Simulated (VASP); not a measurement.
YZr: single point with LDA

YZr:

```
CELL_PARAMETERS angstrom
3.30281 0.00000 0.00000
-1.65141 2.86032 0.00000
0.00000 0.00000 5.30290
ATOMIC_POSITIONS crystal
Y 0.66667 0.33333 0.50000
Zr 0.33333 0.66667 0.00000
```

The cell comes from a database or a generator and needn't be the stable form of this composition.

- Program: VASP 6.6.1
- Task: single point
- Functional: LDA
- Potentials or basis: VASP PAW LDA potentials, release 64 (Y_sv, Zr_sv)
- Cutoff: 520 eV
- k mesh: 8 × 8 × 4
- Occupations: fermi-dirac, width 0.1 eV
- Spin: no spin polarisation

```yaml
Pressure: -0.1 GPa
Band_gap_on_the_k_mesh: none (metal or under the smearing width)
```

Levels at points of the mesh, in eV from the Fermi level:
```csv
k point,band 10,band 11,band 12,band 13,band 14,band 15
"(0.00, 0.00, 0.00)",-2.49,1.20,1.20,1.53,1.59,2.50
"(0.50, 0.00, 0.00)",-1.87,-1.56,0.29,1.12,1.32,2.02
"(0.00, 0.00, 0.50)",-3.33,0.26,0.97,1.05,1.05,1.65
"(0.50, 0.00, 0.50)",-2.25,-0.66,-0.28,1.73,2.23,2.38
```

Run time: 23 s on 1 thread of Intel(R) Xeon(R) Platinum 8488C (Sapphire Rapids), with other jobs on the host, peak memory 0.18 GiB.
